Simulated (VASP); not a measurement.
Data:

```yaml
crystal:
  lattice:
    - [0.00000, 2.61339, 2.61339]
    - [2.61339, 0.00000, 2.61339]
    - [2.61339, 2.61339, 0.00000]
  atoms:
    - { symbol: Be, position: [0.00000, 0.00000, 0.00000] }
    - { symbol: Se, position: [0.25000, 0.25000, 0.25000] }
```

These are RPBE GGA, VASP's PBE PAW potentials (set 64) (plane waves; VASP) values and carry that method's errors. Numerical set-up: 520 eV cut-off, 10×10×10 Γ-centred mesh, tetrahedra with Blöchl corrections, potentials Be Se.

**Question.** The job: BeSe (zinc blende), 2 atoms, RPBE, static run, 520 eV, 10×10×10 Γ-centred mesh. Roughly how much core time does it take on a busy server core?

**Answer.** About 8 core-seconds (one run on a shared machine, a rough figure). It had 47 irreducible k-points, 8 bands, up to 982 plane waves and 14 electronic steps.

The compound is BeSe in the zinc blende structure. It was relaxed first, which changed the volume by +5 %.
